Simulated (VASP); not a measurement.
Level of theory: LDA (Ceperley-Alder, Perdew-Zunger), VASP's LDA PAW potentials (set 64) (plane waves; VASP).

A VASP calculation is set up with these files.

**INCAR**
```
ALGO = Normal
EDIFF = 1E-6
EDIFFG = -0.01
ENCUT = 400
IBRION = 2
ISIF = 3
ISMEAR = 1
LASPH = .TRUE.
LCHARG = .FALSE.
LMAXMIX = 4
LREAL = .FALSE.
LWAVE = .FALSE.
NELM = 100
NSW = 60
PREC = Accurate
SIGMA = 0.1
SYSTEM = Y
```

POSCAR:
```
Y
1
    1.8250000000    -3.1609930000     0.0000000000
    1.8250000000     3.1609930000     0.0000000000
    0.0000000000     0.0000000000     5.7300000000
Y
2
Direct
  0.3333330000   0.6666670000   0.2500000000
  0.6666670000   0.3333330000   0.7500000000
```

**KPOINTS**
```
K-points
0
gamma
10 10 6
```

POTCAR, in this order: Y_sv (LDA.64 set). Program: vasp_std.

What will the output report for the number of irreducible k-points (NKPTS), number of bands (NBANDS), largest plane-wave count, number of space-group operations, FFT grid (NGX, NGY, NGZ)?

number of irreducible k-points (NKPTS): 56
number of bands (NBANDS): 15
largest plane-wave count: 1216
number of space-group operations: 24
FFT grid (NGX, NGY, NGZ): 24 × 24 × 40

The compound is Y in the hcp structure. This run relaxes it. Symmetry was kept, so distortions that lower it aren't found.
